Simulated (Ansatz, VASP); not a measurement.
# Cross-check of H4C5 (C wire along [100], 25 atoms a period, H-terminated) between VASP and Ansatz, part 2 of 2

One calculation is typed for both programs; each brings its own data sets. How far apart do they land? The cell is taken from a series of runs on this material, whose earlier steps may have relaxed, scaled, displaced or heated it; both programs get it as it stands.

VASP 6.6.1 and Ansatz 0.2.0.

So far: The structure; Ansatz: single point, PBE; VASP: single point, PBE; Differences.

**5. VASP: single point, r2SCAN**

Level of this step: r2SCAN; plane waves and PAW (C, H) (VASP).

A single point gives forces, pressure and levels at one fixed geometry, so differences don't come from the geometry; what else differs is listed under the comparison.

INCAR reads:

```
SYSTEM = H4C5
PREC = Accurate
ENCUT = 580
EDIFF = 1E-06
NELM = 120
ISMEAR = -1
SIGMA = 0.05
LREAL = Auto
ALGO = Normal
METAGGA = R2SCAN
LASPH = .TRUE.
NBANDS = 96
LORBIT = 11
LWAVE = .FALSE.
LCHARG = .FALSE.
ISIF = 2
GGA_COMPAT = .FALSE.
EFERMI = MIDGAP
LMIXTAU = .TRUE.
KPAR = 8
```

POSCAR reads:

```
H4C5
1.0
   15.2330000000      0.0000000000      0.0000000000
    0.0000000000     15.2330000000      0.0000000000
    0.0000000000      0.0000000000      3.6705897151
C H
25 20
Direct
    0.3248843515      0.5573481695      0.0064201240
    0.4410335575      0.4410335575      0.9981790780
    0.4426692005      0.6751330185      0.0064201240
    0.5573481695      0.3248843515      0.0064201240
    0.5589838125      0.5589838125      0.9981790780
    0.6751330185      0.4426692005      0.0064201240
    0.2668041580      0.5000086850      0.2500000000
    0.3841697080      0.3841697080      0.2571945900
    0.3841697080      0.6158476620      0.2428054100
    0.5000086850      0.2668041580      0.2500000000
    0.5000086850      0.5000086850      0.2500000000
    0.5000086850      0.7332132120      0.2500000000
    0.6158476620      0.3841697080      0.2428054100
    0.6158476620      0.6158476620      0.2571945900
    0.7332132120      0.5000086850      0.2500000000
    0.3248843515      0.4426692005      0.4935798760
    0.4426692005      0.3248843515      0.4935798760
    0.4410335575      0.5589838125      0.5018209220
    0.5589838125      0.4410335575      0.5018209220
    0.5573481695      0.6751330185      0.4935798760
    0.6751330185      0.5573481695      0.4935798760
    0.3818986260      0.5000086850      0.7500000000
    0.5000086850      0.3818986260      0.7500000000
    0.5000086850      0.6181187440      0.7500000000
    0.6181187440      0.5000086850      0.7500000000
    0.2231344580      0.4582590725      0.0857699740
    0.3409956500      0.3409956500      0.0967930880
    0.4582590725      0.2231344580      0.0857699740
    0.5417582975      0.7768829120      0.0857699740
    0.6590217200      0.6590217200      0.0967930880
    0.7768829120      0.5417582975      0.0857699740
    0.2231344580      0.5417582975      0.4142300260
    0.3409956500      0.6590217200      0.4032069120
    0.4582590725      0.7768829120      0.4142300260
    0.5417582975      0.2231344580      0.4142300260
    0.6590217200      0.3409956500      0.4032069120
    0.7768829120      0.4582590725      0.4142300260
    0.2824529810      0.3991079605      0.6548619530
    0.3991079605      0.2824529810      0.6548619530
    0.6009094095      0.7175643890      0.6548619530
    0.7175643890      0.6009094095      0.6548619530
    0.2824529810      0.6009094095      0.8451380470
    0.3991079605      0.7175643890      0.8451380470
    0.6009094095      0.2824529810      0.8451380470
    0.7175643890      0.3991079605      0.8451380470
```

KPOINTS reads:

```
Automatic mesh
0
Gamma
1 1 17
0 0 0
```

Potentials, in the order of the species: C and H (PBE family, release 64).

On the command line:

```bash
> mpirun -np 8 vasp_std
```

Numbers of over 12 decimals in the logs are rounded to 6 here.

The program printed:

```text
[banner, memory and clock lines left out]
running    8 mpi-ranks, on    1 nodes
[...]
[... a notice as in an earlier step ...]

|                                                                             |
|               ----> ADVICE to this user running VASP <----                  |
|                                                                             |
|     You enforced a specific xc type in the INCAR file but a different       |
|     [... a line on the potential file left out ...]
|     I HOPE YOU KNOW WHAT YOU ARE DOING!                                     |
|                                                                             |

 LDA part: xc-table for (None), standard interpolation
 POSCAR, INCAR and KPOINTS ok, starting setup
[...]
entering main loop
       N       E                     dE             d eps       ncg     rms          rms(c)
DAV:   1     0.860706130393E+03    0.86071E+03   -0.50975E+04  1752   0.110E+03
DAV:   2    -0.223049737481E+03   -0.10838E+04   -0.10205E+04  2528   0.251E+02
DAV:   3    -0.360515297189E+03   -0.13747E+03   -0.13652E+03  2248   0.902E+01
DAV:   4    -0.364271862920E+03   -0.37566E+01   -0.37459E+01  2408   0.175E+01
[...]
DAV:  36    -0.319877309121E+03   -0.59538E-04   -0.14382E-05  1832   0.153E-02    0.636E-04
DAV:  37    -0.319877315569E+03   -0.64477E-05   -0.21926E-06  1712   0.729E-03    0.302E-04
DAV:  38    -0.319877314639E+03    0.92942E-06   -0.32389E-07  1360   0.332E-03
   1 F= -.31987731E+03 E0= -.31987731E+03  d E =-.158327E-16
```

Parts of OUTCAR (step 5):

```text
  Total       -4.6607612     -4.6607612     -5.1658997      0.0000000      0.0000000      0.0000000
  in kB       -8.7671959     -8.7671959     -9.7173943      0.0000000      0.0000000      0.0000000
  external PRESSURE =      -9.0839287 kB  Pullay stress =       0.0000000 kB

 POSITION                                       TOTAL-FORCE (eV/Angst)
 -----------------------------------------------------------------------------------
      4.94896      8.49008      0.02357        -0.041038      0.065893     -0.079961
      6.71826      6.71826      3.66391         0.000562      0.000562     -0.000255
      6.74318     10.28430      0.02357        -0.065893      0.041038     -0.079961
      8.49008      4.94896      0.02357         0.065893     -0.041038     -0.079961
      8.51500      8.51500      3.66391        -0.000562     -0.000562     -0.000255
     10.28430      6.74318      0.02357         0.041038     -0.065893     -0.079961
      4.06423      7.61663      0.91765        -0.092488      0.000000     -0.000000
      5.85206      5.85206      0.94406        -0.053247     -0.053247     -0.084606
      5.85206      9.38121      0.89124        -0.053247      0.053247      0.084606
      7.61663      4.06423      0.91765        -0.000000     -0.092488     -0.000000
      7.61663      7.61663      0.91765        -0.000000      0.000000     -0.000000
      7.61663     11.16904      0.91765        -0.000000      0.092488     -0.000000
      9.38121      5.85206      0.89124         0.053247     -0.053247      0.084606
      9.38121      9.38121      0.94406         0.053247      0.053247     -0.084606
[...]
-----------------------------------------------------------------------------------
    total drift:                                0.000001      0.000001      0.000000

  FREE ENERGIE OF THE ION-ELECTRON SYSTEM (eV)
  ---------------------------------------------------
  free  energy   TOTEN  =      -319.8773146393 eV

  energy  without entropy=     -319.8773146393  energy(sigma->0) =     -319.87731464

[... 3 further parts left out ...]
[key lines of the parts left out:]
E-fermi :  -0.1385
```

**6. Ansatz: single point, r2SCAN**

The same cell, functional, mesh and smearing now go to Ansatz, which takes its cutoff from its data sets.

The cell is taken from a series of runs on this material, whose earlier steps may have relaxed, scaled, displaced or heated it; both programs get it as it stands.

input.yaml reads:

```yaml
crystal:
  lattice:
    - [15.233, 0.0, 0.0]
    - [0.0, 15.233, 0.0]
    - [0.0, 0.0, 3.6705897151]
  atoms:
    - { symbol: C, position: [0.324884352, 0.55734817, 0.006420124] }
    - { symbol: C, position: [0.441033558, 0.441033558, 0.998179078] }
    - { symbol: C, position: [0.442669201, 0.675133019, 0.006420124] }
    - { symbol: C, position: [0.55734817, 0.324884352, 0.006420124] }
    - { symbol: C, position: [0.558983813, 0.558983813, 0.998179078] }
    - { symbol: C, position: [0.675133019, 0.442669201, 0.006420124] }
    - { symbol: H, position: [0.223134458, 0.458259073, 0.085769974] }
    - { symbol: H, position: [0.34099565, 0.34099565, 0.096793088] }
    - { symbol: H, position: [0.458259073, 0.223134458, 0.085769974] }
    - { symbol: H, position: [0.541758298, 0.776882912, 0.085769974] }
    - { symbol: H, position: [0.65902172, 0.65902172, 0.096793088] }
    - { symbol: H, position: [0.776882912, 0.541758298, 0.085769974] }
    - { symbol: C, position: [0.266804158, 0.500008685, 0.25] }
    - { symbol: C, position: [0.384169708, 0.384169708, 0.25719459] }
    - { symbol: C, position: [0.384169708, 0.615847662, 0.24280541] }
    - { symbol: C, position: [0.500008685, 0.266804158, 0.25] }
    - { symbol: C, position: [0.500008685, 0.500008685, 0.25] }
    - { symbol: C, position: [0.500008685, 0.733213212, 0.25] }
    - { symbol: C, position: [0.615847662, 0.384169708, 0.24280541] }
    - { symbol: C, position: [0.615847662, 0.615847662, 0.25719459] }
    - { symbol: C, position: [0.733213212, 0.500008685, 0.25] }
    - { symbol: H, position: [0.223134458, 0.541758298, 0.414230026] }
    - { symbol: H, position: [0.34099565, 0.65902172, 0.403206912] }
    - { symbol: H, position: [0.458259073, 0.776882912, 0.414230026] }
    - { symbol: H, position: [0.541758298, 0.223134458, 0.414230026] }
    - { symbol: H, position: [0.65902172, 0.34099565, 0.403206912] }
    - { symbol: H, position: [0.776882912, 0.458259073, 0.414230026] }
    - { symbol: C, position: [0.324884352, 0.442669201, 0.493579876] }
    - { symbol: C, position: [0.442669201, 0.324884352, 0.493579876] }
    - { symbol: C, position: [0.441033558, 0.558983813, 0.501820922] }
    - { symbol: C, position: [0.558983813, 0.441033558, 0.501820922] }
    - { symbol: C, position: [0.55734817, 0.675133019, 0.493579876] }
    - { symbol: C, position: [0.675133019, 0.55734817, 0.493579876] }
    - { symbol: H, position: [0.282452981, 0.399107961, 0.654861953] }
    - { symbol: H, position: [0.399107961, 0.282452981, 0.654861953] }
    - { symbol: H, position: [0.60090941, 0.717564389, 0.654861953] }
    - { symbol: H, position: [0.717564389, 0.60090941, 0.654861953] }
    - { symbol: C, position: [0.381898626, 0.500008685, 0.75] }
    - { symbol: C, position: [0.500008685, 0.381898626, 0.75] }
    - { symbol: C, position: [0.500008685, 0.618118744, 0.75] }
    - { symbol: C, position: [0.618118744, 0.500008685, 0.75] }
    - { symbol: H, position: [0.282452981, 0.60090941, 0.845138047] }
    - { symbol: H, position: [0.399107961, 0.717564389, 0.845138047] }
    - { symbol: H, position: [0.60090941, 0.282452981, 0.845138047] }
    - { symbol: H, position: [0.717564389, 0.399107961, 0.845138047] }
kpoints:
  mp_grid: { grid: [1, 1, 17] }
  band_path: { path: ["Γ", Z], npoints: 90 }
scf:
  occupations: { method: fermi_dirac, width: 0.05 }
hamiltonian:
  xc: r2scan
  pseudopotentials: { kind: paw, azcp: { folder: soft_1 } }
```

On the command line:

```bash
> ansatz run input.yaml --threads 4 --pin off --max-ram 16384MiB --backend cpu --events-out ev --progress --plain --runs-dir out
```

The program printed:

```text
[...]
Crystal: 45 atoms, lattice volume = 851.739 Å³
Basis set: ecut = 500 eV, 21733 PW (Γ), exchange–correlation on 480×480×108 points (64 copies of the dense FFT grid, shifted against one another)
Bands: 105, of which v1, the nominal top of the filled ones, is band 60 counted from 1 (59 counted from 0)
Symmetry: 8 space group operations
[...]
k-points: 9 of 17
[...]
--- Band table (eV; the first three rows and the last of 9) ---
  k-point 0: bands = [... 56 lower, -2.4714, -2.3933, -1.3744, -1.3744, 2.4047, 2.9929, 2.9929, 3.0552, ... 41 higher]
  k-point 1: bands = [... 56 lower, -2.4998, -2.3187, -1.4550, -1.4550, 2.4491, 3.0328, 3.0328, 3.0986, ... 41 higher]
  k-point 2: bands = [... 56 lower, -2.5837, -2.1643, -1.6780, -1.6780, 2.5771, 3.1499, 3.1499, 3.2236, ... 41 higher]
  k-point 8: bands = [... 56 lower, -3.6175, -3.4103, -3.1150, -3.1150, 4.5757, 5.0567, 5.1394, 5.1394, ... 41 higher]
[key lines of the parts left out:]
SCF converged after 9 iterations
Free energy (F): -6612.802283 eV
Fermi energy:    0.525110 eV
```

**7. Comparison**

What differs besides the data sets and the points named for the pairs above, as far as they apply: VASP keeps PBE cores, Ansatz makes them for the functional; the cutoff is 500 eV in Ansatz and 580 eV in VASP (PREC = Accurate, projectors in real space). Total energies have different zeros and are not compared.

Both answers:

| quantity | Ansatz | VASP | difference |
| --- | --- | --- | --- |
| gap on the k mesh (eV) | 3.779 | 3.783 | -0.004 |

A gap on the mesh is an upper bound, since the band edges may lie between its points.

**8. Results**

| Item | Value |
| --- | --- |
| difference in gap on the k mesh (single point, PBE) | 1.0e-5 eV |
| difference in gap on the k mesh (single point, r2SCAN) | -0.0039 eV |

What this shows: The difference in gap on the k mesh is -0.0039 eV (single point, r2SCAN), within the 0.08 eV picked in this series as the mark of a large difference. Such differences can come from data sets, numerical settings and the points named under the comparisons, not from the functional's error against experiment.

[Lines on the potential files, build, host, timing and source positions are cut from VASP's logs without a mark.]

[Logs are printed without paths, hosts, clocks, repeated set-up lines and the standing remarks that a program may print on its own settings, such as how far it seeks lower states.]

[Hosts, paths, dates, database ids (printed as entryN), source tags and the programs' standing remarks are cut or masked in the printed files.]
